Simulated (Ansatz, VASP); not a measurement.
# Cu (Cu(111)): VASP beside Ansatz

Aim: how closely do two programs agree when they are given the same cell, functional and k mesh? Of the first pair: The structure shown is the start of the Ansatz relaxation below; VASP solves that cell, so the two are compared at the walk's first step.

Main program and level: Ansatz 0.2.0; plane waves, with VASP 6.6.1 beside it; single point at RPBE.

## (1) The structure

The cell holds 4 atoms: 4 Cu. Its edges and angles: a = 2.553 Å, b = 2.553 Å, c = 24.253 Å, α = 90.0°, β = 90.0°, γ = 60.0°. Vacuum lies along c.

As a file:

```cif
data_structure
_symmetry_space_group_name_H-M 'P 1'
_symmetry_Int_Tables_number 1
_cell_length_a 2.5527
_cell_length_b 2.5527
_cell_length_c 24.2527
_cell_angle_alpha 90.000
_cell_angle_beta 90.000
_cell_angle_gamma 60.000
_cell_volume 136.86
loop_
_atom_site_label
_atom_site_type_symbol
_atom_site_fract_x
_atom_site_fract_y
_atom_site_fract_z
_atom_site_occupancy
Cu1 Cu 0.00000 0.00000 0.37109 1
Cu2 Cu 0.33333 0.33333 0.45703 1
Cu3 Cu 0.66667 0.66667 0.54297 1
Cu4 Cu 0.00000 0.00000 0.62891 1
```

## (2) Ansatz: relaxation, RPBE

Ansatz runs on its default PAW (the set named soft_2) files.

The two programs are compared at the cell with which this relaxation starts, whose forces are those of its first step.

input.yaml

```yaml
crystal:
  lattice:
    - [2.5526554801, 0.0, 0.0]
    - [1.27632774, 2.2106644929, 0.0]
    - [0.0, 0.0, 24.2527034153]
  atoms:
    - { symbol: Cu, position: [0.0, 0.0, 0.3710926508] }
    - { symbol: Cu, position: [0.3333333333, 0.3333333333, 0.4570308836] }
    - { symbol: Cu, position: [0.6666666667, 0.6666666667, 0.5429691164] }
    - { symbol: Cu, position: [0.0, 0.0, 0.6289073492] }
kpoints:
  mp_grid: { grid: [13, 13, 1] }
hamiltonian:
  xc: rpbe
scf:
  occupations: { method: fermi_dirac, width: 0.1 }
  convergence: { dr2_threshold: 1.0e-08 }
efield:
  axis: 3
  dipole_correction: true
  ramp_position: 0.97
  ramp_width: 0.06
relax:
  f_tol: 0.02
  max_steps: 60
  constraints: [{ sites: [0, 1] }]
output:
  write_potential: true
  write_density: true
  volumetric_format: npy
```

On the command line:

```bash
$ ansatz run input.yaml --threads 4 --pin off --max-ram 6144MiB --backend cpu --events-out ev --progress --plain --runs-dir out
```

Numbers of over 12 decimals in the logs are rounded to 6 here.

The program printed:

```text
Engine: ansatz 0.2.0, aarch64-unknown-linux-gnu
Pseudopotentials: kind: paw
Pseudopotential: Cu, paw, valence charge 19, recommended cutoff 420 eV (normal), Cu.paw.azcp
Functional definition: RPBE
  parameter kappa = 0.804
  parameter beta = 0.066725
  exchange = rpbe_x(kappa = kappa, mu = beta*pi^2/3)
  correlation = pbe_c(beta = beta)
Crystal: 4 atoms, lattice volume = 136.860 Å³
Basis set: ecut = 420 eV, 2739 PW (Γ), exchange–correlation on 36×36×360 points (8 copies of the dense FFT grid, shifted against one another)
Bands: 46, of which v1, the nominal top of the filled ones, is band 38 counted from 1 (37 counted from 0)
Symmetry: 6 space group operations
k-points: 21 of 169 (time reversal used)
Non-local potential: Cu, projectors of the file, l = 0: 3, l = 1: 2, l = 2: 3, l = 3: 1
PAW form: soft (Blöchl's): semilocal exchange-correlation on the pseudo side does not see the compensation charge
PAW frozen core: Cu, regenerated for the run's functional, and the local potential with it (the file was generated under x = pbe(κ = 0.804, μ = 0.219515), c = pbe(β = 0.066725))
PAW one-centre angular grid: Cu, 590 points (default); XC on 64 Gauss nodes
Initial density: superposition of atomic densities (neutral atoms: chi_scale 0, normalization atom), corrected by the library's trained network
Initial wavefunctions: pseudopotential atomic-orbital guess
Functional: x = rpbe, c = pbe(β = 0.066725)
SCF iter   1: F=—  HF=-26520.660581 eV  |F-HF|=—  |Δ(HF+E_count)|=         —  Δρ=5.97e-3  dr2=4.55e-2  ethr=1.77e-3  p=0.000 e·Å  D=5.28e-14 V/Å  ΔV_dip=-0.00 eV  dr2_dipole=6.00e-8  V_vac-E_F(+/−)=4.64/4.65 eV  ⟨swp⟩=8.5  Hψ=4230  notcnv=0  defer=18
efield: sawtooth ramp at fractional position 0.9700 (set: `efield.ramp_position`, or a place that a band, a saddle search or an elastic batch's reference lends), width 0.0600; the density the first Hamiltonian is built on has a dipole p = 0.000 e·Å; the dipole correction subtracts the counter field D = 5.28e-14 V/Å, which shifts the + side's vacuum level by -0.00 eV against the − side's; the planar-averaged density in the ramp window peaks in size at 4.1e-5 e/Å³
preconditioner: auto → LDOS  [metal: Δε(μ)=0.066 eV  Ē_g=8.405 eV  σ=0.100 eV  W_gap=0.16  n_scr=18 (ndim 8)  ℏωp=21.1 eV  f_vac=0.614  D(μ)=1.54/eV (n_scr^D=10)  β→1.0]
SCF iter   2: F=—  HF=-26520.723360 eV  |F-HF|=—  |Δ(HF+E_count)|=   6.28e-2  Δρ=1.88e-2  dr2=2.65e-1  ethr=5.99e-5  p=-0.000 e·Å  D=-2.43e-5 V/Å  ΔV_dip=0.00 eV  dr2_dipole=5.31e-8  V_vac-E_F(+/−)=4.58/4.58 eV  ⟨swp⟩=3.0  Hψ=2407  notcnv=0  defer=32
SCF iter   3: F=—  HF=-26520.659568 eV  |F-HF|=—  |Δ(HF+E_count)|=   6.38e-2  Δρ=1.57e-3  dr2=2.09e-3  ethr=5.99e-5  p=-0.000 e·Å  D=-1.06e-5 V/Å  ΔV_dip=0.00 eV  dr2_dipole=4.95e-8  V_vac-E_F(+/−)=4.66/4.66 eV  ⟨swp⟩=2.3  Hψ=1874  notcnv=0  defer=32
SCF iter   4: F=—  HF=-26520.659084 eV  |F-HF|=—  |Δ(HF+E_count)|=   4.85e-4  Δρ=7.93e-4  dr2=7.03e-4  ethr=2.75e-6  p=0.000 e·Å  D=1.15e-6 V/Å  ΔV_dip=-0.00 eV  dr2_dipole=1.05e-12  V_vac-E_F(+/−)=4.64/4.64 eV  ⟨swp⟩=3.4  Hψ=2226  notcnv=0  defer=32
SCF iter   5: F=—  HF=-26520.659007 eV  |F-HF|=—  |Δ(HF+E_count)|=   7.69e-5  Δρ=4.37e-4  dr2=2.06e-4  ethr=9.25e-7  p=-0.000 e·Å  D=-6.03e-7 V/Å  ΔV_dip=0.00 eV  dr2_dipole=1.81e-11  V_vac-E_F(+/−)=4.65/4.65 eV  ⟨swp⟩=2.0  Hψ=1376  notcnv=0  defer=32
SCF iter   6: F=—  HF=-26520.658992 eV  |F-HF|=—  |Δ(HF+E_count)|=   1.45e-5  Δρ=7.52e-5  dr2=6.89e-6  ethr=2.71e-7  p=-0.000 e·Å  D=-2.71e-7 V/Å  ΔV_dip=0.00 eV  dr2_dipole=1.26e-11  V_vac-E_F(+/−)=4.65/4.65 eV  ⟨swp⟩=2.0  Hψ=1234  notcnv=0  defer=32
SCF iter   7: F=—  HF=-26520.658978 eV  |F-HF|=—  |Δ(HF+E_count)|=   1.45e-5  Δρ=1.67e-5  dr2=1.37e-7  ethr=9.06e-9  p=-0.000 e·Å  D=-1.53e-7 V/Å  ΔV_dip=0.00 eV  dr2_dipole=1.12e-11  V_vac-E_F(+/−)=4.65/4.65 eV  ⟨swp⟩=2.0  Hψ=1419  notcnv=0  defer=29
SCF iter   8: F=-26520.658980 eV  HF=-26520.658980 eV  |F-HF|=3.71e-7  |Δ(HF+E_count)|=   2.34e-6  Δρ=3.68e-6  dr2=9.33e-9  ethr=1.32e-11  p=-0.000 e·Å  D=-5.17e-8 V/Å  ΔV_dip=0.00 eV  dr2_dipole=4.35e-12  V_vac-E_F(+/−)=4.65/4.65 eV  ⟨swp⟩=8.3  Hψ=7436  notcnv=0
SCF 1 converged in 8 iterations: F = -26520.658980 eV  dr2 = 9.33e-9
  greatest PAW one-centre occupation: 1.000 electrons in one spin orbital (limit 2), on the Cu atom at site 3 (counted from 0), in its partial waves of l = 0
relax step   1: F+E_penalty+E_count = -26520.65898031 eV  Δ(F+E_penalty+E_count) = +0.000e0 eV  max|allowed force component| = 1.722e-1 eV/Å  Δτ_max = 0.0000 Å  (8 SCF iters, accepted)
Initial density: handed on by an earlier stage of this run
Initial wavefunctions: those handed on with the density
iter 1 solved again at ethr=7.25e-6 eV; its pass at ethr=3.10e-3 eV (dr2=5.51e-3 eV) is discarded
[...]
preconditioner: auto → LDOS  [metal: Δε(μ)=0.233 eV  Ē_g=8.408 eV  σ=0.100 eV  W_gap=0.42  n_scr=18 (ndim 8)  ℏωp=21.1 eV  f_vac=0.609  D(μ)=1.61/eV (n_scr^D=10)  β→1.0]
SCF iter   2: F=—  HF=-26520.669810 eV  |F-HF|=—  |Δ(HF+E_count)|=   2.97e-3  Δρ=2.38e-3  dr2=1.03e-2  ethr=1.25e-5  p=0.001 e·Å  D=1.93e-3 V/Å  ΔV_dip=-0.05 eV  dr2_dipole=2.49e-3  V_vac-E_F(+/−)=4.61/4.66 eV  ⟨swp⟩=2.1  Hψ=1934  notcnv=0  defer=32
SCF iter   3: F=—  HF=-26520.669895 eV  |F-HF|=—  |Δ(HF+E_count)|=   8.54e-5  Δρ=3.29e-3  dr2=9.79e-3  ethr=1.25e-5  p=-0.001 e·Å  D=-1.03e-3 V/Å  ΔV_dip=0.02 eV  dr2_dipole=5.50e-4  V_vac-E_F(+/−)=4.68/4.66 eV  ⟨swp⟩=2.0  Hψ=1771  notcnv=0  defer=32
SCF iter   4: F=—  HF=-26520.668196 eV  |F-HF|=—  |Δ(HF+E_count)|=   1.70e-3  Δρ=3.04e-4  dr2=4.86e-4  ethr=1.25e-5  p=-0.000 e·Å  D=-5.65e-4 V/Å  ΔV_dip=0.01 eV  dr2_dipole=1.71e-4  V_vac-E_F(+/−)=4.67/4.65 eV  ⟨swp⟩=2.0  Hψ=1387  notcnv=0  defer=32
SCF iter   5: F=—  HF=-26520.668241 eV  |F-HF|=—  |Δ(HF+E_count)|=   4.49e-5  Δρ=4.60e-4  dr2=2.30e-4  ethr=6.40e-7  p=-0.001 e·Å  D=-6.66e-4 V/Å  ΔV_dip=0.02 eV  dr2_dipole=2.98e-5  V_vac-E_F(+/−)=4.67/4.65 eV  ⟨swp⟩=2.0  Hψ=1391  notcnv=0  defer=32
SCF iter   6: F=—  HF=-26520.668197 eV  |F-HF|=—  |Δ(HF+E_count)|=   4.31e-5  Δρ=1.50e-4  dr2=2.80e-5  ethr=3.02e-7  p=-0.001 e·Å  D=-8.71e-4 V/Å  ΔV_dip=0.02 eV  dr2_dipole=3.74e-6  V_vac-E_F(+/−)=4.67/4.65 eV  ⟨swp⟩=2.0  Hψ=1348  notcnv=0  defer=32
SCF iter   7: F=—  HF=-26520.668198 eV  |F-HF|=—  |Δ(HF+E_count)|=   4.81e-7  Δρ=2.32e-5  dr2=4.39e-7  ethr=3.68e-8  p=-0.001 e·Å  D=-8.89e-4 V/Å  ΔV_dip=0.02 eV  dr2_dipole=1.15e-8  V_vac-E_F(+/−)=4.67/4.65 eV  ⟨swp⟩=2.0  Hψ=1325  notcnv=0  defer=32
SCF iter   8: F=—  HF=-26520.668192 eV  |F-HF|=—  |Δ(HF+E_count)|=   6.14e-6  Δρ=1.41e-5  dr2=2.05e-7  ethr=5.78e-10  p=-0.001 e·Å  D=-8.77e-4 V/Å  ΔV_dip=0.02 eV  dr2_dipole=1.45e-8  V_vac-E_F(+/−)=4.67/4.65 eV  ⟨swp⟩=2.6  Hψ=1850  notcnv=0  defer=32
SCF iter   9: F=—  HF=-26520.668193 eV  |F-HF|=—  |Δ(HF+E_count)|=   9.32e-7  Δρ=4.44e-6  dr2=1.64e-8  ethr=2.70e-10  p=-0.001 e·Å  D=-8.72e-4 V/Å  ΔV_dip=0.02 eV  dr2_dipole=3.17e-10  V_vac-E_F(+/−)=4.67/4.65 eV  ⟨swp⟩=2.1  Hψ=1396  notcnv=0  defer=32
SCF iter  10: F=-26520.668193 eV  HF=-26520.668193 eV  |F-HF|=3.37e-8  |Δ(HF+E_count)|=   3.55e-7  Δρ=2.63e-6  dr2=7.30e-9  ethr=1.32e-11  p=-0.001 e·Å  D=-8.69e-4 V/Å  ΔV_dip=0.02 eV  dr2_dipole=1.90e-10  V_vac-E_F(+/−)=4.67/4.65 eV  ⟨swp⟩=9.5  Hψ=6600  notcnv=0
SCF 3 converged in 10 iterations: F = -26520.668193 eV  dr2 = 7.30e-9
relax step   3: F+E_penalty+E_count = -26520.66819313 eV  Δ(F+E_penalty+E_count) = -3.094e-3 eV  max|allowed force component| = 5.307e-3 eV/Å  Δτ_max = 0.0538 Å  (10 SCF iters, accepted)
NSCF: frozen V_eff on 21 k-points
the band table was solved once a step of the walk had ended and its energy, with any forces and stress, was formed, with the checks that follow a solve (5193 applications of the Hamiltonian). They found nothing against the state; the energy, forces and stress were not computed again (output.eigenvalues in the input reference)
WARN: The input density's exchange-correlation potential varies sharply where the density is thin. Do not read a vacuum level from v_tot or v_xc, or from such a field of the output density. On a cell that repeats whose density bears no net charge and no dipole along the vacuum's axis use v_es (v_loc + v_h of the components); under efield.dipole_correction with no amplitude use v_es + v_field, which holds any external [...]
SCF converged after 10 iterations
Free energy (F): -26520.668193 eV
Harris-Foulkes:  -26520.668193 eV  (|F-HF|=3.37e-8)
Internal energy: -26520.616235 eV  (E = F + TS)
E sigma→0 (E₀):  -26520.642214 eV
Entropy (-TS):   -0.051958 eV (-12.989 meV/atom)
Fermi energy:    2.827075 eV
Dipole field:    D = -0.000846 V/Å  (p = -0.000640 e·Å, saw-weighted, corrected)
Work function:   Φ+ = 4.6691 eV   Φ− = 4.6486 eV
Levels:          The Fermi level and band energies are counted from a zero that moves with the ramp; work functions are not
--- Per-component energies (eV) ---
  E_band       = -2483.728732
  E_kinetic    = 1197.319551
  E_local      = -179143.606834  (includes V_loc(G=0)·N_el)
  E_nonlocal   = 1563.258334
  E_hartree    = 88086.424858
  E_xc         = -355.893483
  E_vxc        = -458.233279  (∫ρ·V_xc dr)
  E_paw        = -6678.089895  (= ΣΔE_a)
  E_vpaw       = -1815.336344  (= ΣTr[D̂ρ^β])
  E_aug_tail   = 0.001203  (compensation charges beyond the density's cutoff)
  E_efield     = 0.000000  (sawtooth field / dipole correction)
  E_vefield    = 0.002313  (∫n·V_field dr)
  E_ewald      = 68810.139075
  E_core_change = -0.169045  (= ΣΔE_core)
  E_smearing   = -0.051958  (= −TS)
  E_closure    = -0.000000  (closes the sum)
  Σ components = -26520.668193   (vs F -26520.668193, Δ=0.00e0)
--- Forces (eV/Å), atoms counted from 1 ---
  atom   1  Cu    -0.00000000     0.00000000    -0.16121045
  atom   2  Cu     0.00000000    -0.00000000     0.15601457
  atom   3  Cu    -0.00000000     0.00000000    -0.00008049
  atom   4  Cu    -0.00000000    -0.00000000     0.00530652
  max |Σ_I F_I| component: 3.02e-5 eV/Å
--- Band table (eV; the first three rows and the last of 21) ---
  k-point 0: bands = [... 34 lower, 0.8785, 1.1880, 1.1880, 1.2893, 1.2893, 1.6456, 2.5772, 6.8683, ... 4 higher]
  k-point 1: bands = [... 34 lower, 0.8876, 0.9829, 1.1041, 1.1845, 1.2903, 2.0228, 3.0519, 7.0219, ... 4 higher]
  k-point 2: bands = [... 34 lower, 0.8169, 0.8778, 1.1743, 1.2925, 1.3021, 2.6594, 4.0445, 7.4828, ... 4 higher]
  k-point 20: bands = [... 34 lower, 1.2100, 1.2561, 5.1247, 6.0149, 7.0767, 7.4492, 7.5929, 8.4894, ... 4 higher]
--- Relaxed structure (3 steps of the walk, 3 accepted, 0 SCFs on fresh bases) ---
  F+E_penalty+E_count = -26520.66819313 eV   max|allowed force component| = 5.307e-3 eV/Å
  atoms:
    - { symbol: Cu, position: [0.0, 0.0, 0.3710926508] }
    - { symbol: Cu, position: [0.333333, 0.333333, 0.4570308836] }
    - { symbol: Cu, position: [0.666667, 0.666667, 0.545055] }
    - { symbol: Cu, position: [4.0559899618606245e-18, 0, 0.632753] }
```

The column dr2 measures how far the density is from self-consistency, as an energy; F and HF (Harris–Foulkes) agree once it is small.

(Continued in part 2 of 2.)

[Lines on the potential files, build, host, timing and source positions are cut from VASP's logs without a mark.]

[Logs are printed without paths, hosts, clocks, repeated set-up lines and the standing remarks that a program may print on its own settings, such as how far it seeks lower states.]

[Hosts, paths, dates, database ids (printed as entryN), source tags and the programs' standing remarks are cut or masked in the printed files.]
